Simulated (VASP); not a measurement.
These are PBE GGA, VASP's PBE PAW potentials (set 64) (plane waves; VASP) values and carry that method's errors.

VASP input:

File POSCAR:
```
Pb
1
    5.0953510000     0.0000000000     0.0000000000
   -2.5476760000     4.4127030000     0.0000000000
    0.0000000000     0.0000000000    14.0000000000
Pb
2
Direct
  0.0012830000   0.0048640000   0.5010070000
  0.6653840000   0.3284690000   0.4989930000
```

### KPOINTS
```
Automatic mesh
0
Gamma
4 4 1
0 0 0
```

INCAR:
```
SYSTEM = Pb
PREC = Accurate
ENCUT = 300
EDIFF = 1E-6
NELM = 100
ALGO = Normal
LREAL = .FALSE.
LASPH = .TRUE.
ISMEAR = 0
SIGMA = 0.1
GGA = PE
LMAXMIX = 4
LWAVE = .FALSE.
LCHARG = .FALSE.
ISIF = 2
```

POTCAR, in this order: Pb_d (PBE.64 set). Program: vasp_std.

The resulting files:

File OUTCAR:
```
 ion  position               nearest neighbor table
   1  0.001  0.005  0.501-   2 2.91   2 2.93   2 2.98
   2  0.665  0.328  0.499-   1 2.91   1 2.93   1 2.98
  LATTYP: Found a hexagonal cell.
 ALAT       =     5.0953510000
 C/A-ratio  =     2.7476026676
 Subroutine PRICEL returns:
 Original cell was already a primitive cell.
 Subroutine GETGRP returns: Found  2 space group operations
The static configuration has the point symmetry C_1 .
 The point group associated with its full space group is S_2 .
The dynamic configuration has the point symmetry C_1 .
 Subroutine INISYM returns: Found  2 space group operations
 Subroutine IBZKPT returns following result:
 Found     10 irreducible k-points:

 Following reciprocal coordinates:
            Coordinates               Weight
  0.000000  0.000000  0.000000      1.000000
  0.250000 -0.000000  0.000000      2.000000
  0.000000  0.250000  0.000000      2.000000
 -0.250000  0.250000  0.000000      2.000000
  0.500000 -0.000000  0.000000      1.000000
  0.000000  0.500000  0.000000      1.000000
  0.500000  0.500000  0.000000      1.000000
  0.250000  0.250000  0.000000      2.000000
 -0.250000  0.500000  0.000000      2.000000
  0.500000  0.250000  0.000000      2.000000
   k-points           NKPTS =     10   k-points in BZ     NKDIM =     10   number of bands    NBANDS=     18
   number of dos      NEDOS =    301   number of ions     NIONS =      2
   total plane-waves  NPLWV =  72000
   dimension x,y,z NGX =    30 NGY =   30 NGZ =   80
   dimension x,y,z NGXF=    60 NGYF=   60 NGZF=  160
   ions per type =               2
   PREC   = accura    normal or accurate (medium, high low for compatibility)
   ISTART =      0    job   : 0-new  1-cont  2-samecut
   ICHARG =      2    charge: 1-file 2-atom 10-const
   ISPIN  =      1    spin polarized calculation?
   LNONCOLLINEAR =      F non collinear calculations
   LSORBIT =      F    spin-orbit coupling
...
```

**OSZICAR**
```
       N       E                     dE             d eps       ncg     rms          rms(c)
DAV:   1     0.185537254080E+03    0.18554E+03   -0.98318E+03   504   0.793E+02
DAV:   2     0.746749021442E+01   -0.17807E+03   -0.17708E+03   388   0.337E+02
DAV:   3    -0.518137509404E+01   -0.12649E+02   -0.12605E+02   434   0.111E+02
DAV:   4    -0.548827812024E+01   -0.30690E+00   -0.30439E+00   414   0.228E+01
DAV:   5    -0.549761266034E+01   -0.93345E-02   -0.93313E-02   490   0.304E+00    0.142E+00
DAV:   6    -0.545426733004E+01    0.43345E-01   -0.51393E-02   482   0.188E+00    0.773E-01
DAV:   7    -0.544719927848E+01    0.70681E-02   -0.29492E-02   450   0.196E+00    0.289E-01
DAV:   8    -0.544788480033E+01   -0.68552E-03   -0.37551E-03   460   0.609E-01    0.934E-02
DAV:   9    -0.544826576995E+01   -0.38097E-03   -0.74717E-04   484   0.186E-01    0.319E-02
DAV:  10    -0.544837246947E+01   -0.10670E-03   -0.28639E-04   448   0.984E-02    0.129E-02
DAV:  11    -0.544841250208E+01   -0.40033E-04   -0.11818E-04   360   0.958E-02    0.816E-03
DAV:  12    -0.544854784077E+01   -0.13534E-03   -0.20917E-05   368   0.359E-02    0.484E-03
DAV:  13    -0.544864259642E+01   -0.94756E-04   -0.85761E-06   282   0.202E-02    0.349E-03
DAV:  14    -0.544872213446E+01   -0.79538E-04   -0.73078E-06   288   0.253E-02    0.231E-03
DAV:  15    -0.544874335460E+01   -0.21220E-04   -0.15229E-06   314   0.149E-02    0.565E-04
DAV:  16    -0.544874752588E+01   -0.41713E-05   -0.12723E-07   212   0.272E-03    0.271E-04
DAV:  17    -0.544875009703E+01   -0.25711E-05   -0.96757E-08   210   0.156E-03    0.145E-04
DAV:  18    -0.544875029781E+01   -0.20078E-06   -0.14411E-08   226   0.125E-03
   1 F= -.54487503E+01 E0= -.54303893E+01  d E =-.367220E-01
```

File OUTCAR:
```
------------------------ aborting loop because EDIFF is reached ----------------------------------------
  FORCE on cell =-STRESS in cart. coord.  units (eV):
  Direction    XX          YY          ZZ          XY          YZ          ZX
  --------------------------------------------------------------------------------------
  Total        0.6185871     -0.0377682     -0.2460802     -0.0687962     -0.0036427      0.0014721
  in kB        3.1485065     -0.1922339     -1.2525075     -0.3501614     -0.0185406      0.0074929
  external PRESSURE =       0.5679217 kB  Pullay stress =       0.0000000 kB
  volume of cell :      314.78
      direct lattice vectors                 reciprocal lattice vectors
     5.095351000  0.000000000  0.000000000     0.196257333  0.113309257  0.000000000
    -2.547676000  4.412703000  0.000000000     0.000000000  0.226618469  0.000000000
     0.000000000  0.000000000 14.000000000     0.000000000  0.000000000  0.071428571
 POSITION                                       TOTAL-FORCE (eV/Angst)
 -----------------------------------------------------------------------------------
     -0.00585      0.02146      7.01410         0.042858     -0.097863      0.200976
      2.55353      1.44944      6.98590        -0.042858      0.097863     -0.200976
 -----------------------------------------------------------------------------------
    total drift:                               -0.000000      0.000000     -0.000000
  FREE ENERGIE OF THE ION-ELECTRON SYSTEM (eV)
  ---------------------------------------------------
  free  energy   TOTEN  =        -5.4487502978 eV

  energy  without entropy=       -5.4120283261  energy(sigma->0) =       -5.43038931
```
(Selected blocks of OUTCAR.)

At this cut-off the stress carries a Pulay error, which pulls relaxed volumes low. The cell holds a wide vacuum, so values per volume refer to the whole cell.

The cell is a sheet with vacuum, built from a generated structure.
